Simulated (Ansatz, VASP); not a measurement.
This is a calculation of Tc3Sn for VASP 6.6.1.

File INCAR:

```
PREC = Accurate
ENCUT = 550
EDIFF = 1E-6
ISMEAR = 0
SIGMA = 0.05
LREAL = F
LASPH = T
NELM = 80
ALGO = Normal
ISIF = 2
LWAVE = F
LCHARG = T
GGA = PS
LELF = T
LVHAR = T
NBANDS = 69
```

File KPOINTS:

```
Automatic mesh
0
Gamma
  6 6 6
```

POSCAR

```
Tc3Sn
1.0
    5.6533577208      0.0000000000      0.0000000000
   -2.8266788604      4.8959514029      0.0000000000
    0.0000000000      0.0000000000      4.6031360000
Sn Tc
2 6
Direct
    0.3333333333      0.6666666667      0.7500000000
    0.6666666667      0.3333333333      0.2500000000
    0.1649190050      0.3298380100      0.2500000000
    0.1649190050      0.8350809950      0.2500000000
    0.6701619900      0.8350809950      0.2500000000
    0.8350809950      0.6701619900      0.7500000000
    0.8350809950      0.1649190050      0.7500000000
    0.3298380100      0.1649190050      0.7500000000
```

Potentials or basis: VASP PAW PBE potentials, release 64 (Sn_d_GW, Tc_sv_GW).

Run with:

```sh
$ cat potpaw_PBE.64/Sn_d_GW/POTCAR potpaw_PBE.64/Tc_sv_GW/POTCAR > POTCAR
$ mpirun -np 1 vasp_std > vasp.out
```

Task: Translate it to Ansatz 0.2.0. Potentials there: Ansatz PAW earlier set.

Result: As run (the cutoff follows the program's own potentials):

input.yaml

```yaml
crystal:
  lattice:
    - [5.6533577208, 0.0, 0.0]
    - [-2.8266788604, 4.8959514029, 0.0]
    - [0.0, 0.0, 4.603136]
  atoms:
    - { symbol: Sn, position: [0.3333333333, 0.6666666667, 0.75] }
    - { symbol: Sn, position: [0.6666666667, 0.3333333333, 0.25] }
    - { symbol: Tc, position: [0.164919005, 0.32983801, 0.25] }
    - { symbol: Tc, position: [0.164919005, 0.835080995, 0.25] }
    - { symbol: Tc, position: [0.67016199, 0.835080995, 0.25] }
    - { symbol: Tc, position: [0.835080995, 0.67016199, 0.75] }
    - { symbol: Tc, position: [0.835080995, 0.164919005, 0.75] }
    - { symbol: Tc, position: [0.32983801, 0.164919005, 0.75] }
hamiltonian:
  xc: pbesol
  pseudopotentials: { kind: paw }
kpoints:
  mp_grid: { grid: [6, 6, 6] }
scf:
  occupations: { method: gaussian, width: 0.05 }
output:
  forces: true
  stress: true
  eigenvalues: true
```

Potentials or basis: Ansatz PAW earlier set.

Run with:

```sh
$ ansatz run input.yaml --threads 4 --pin off --max-ram 11264MiB --backend cpu --events-out ev --progress --plain --runs-dir out
```

Both were run:

|  | VASP | Ansatz | Ansatz less VASP |
| --- | --- | --- | --- |
| gap on the k mesh at the Fermi level (eV) | none | none | - |
| pressure (GPa) | -10.4 | -9.2 | +1.12 |
| largest component of the traceless stress (GPa) | 0.87 | 0.85 | -0.020 |
| rms of the force components (eV/Å) | 0.042 | 0.044 | +0.0026 |

Atom by atom the forces differ by 0.003 eV/Å (rms over components). A gap of «none» marks a metal or a gap that the smearing closes.

Caveats: the PAW data sets were made with another functional, which shifts forces and pressure a little (VASP); the PAW data sets come from PBE, with cores solved anew for the run's functional, which leaves a small shift of forces and pressure (Ansatz).
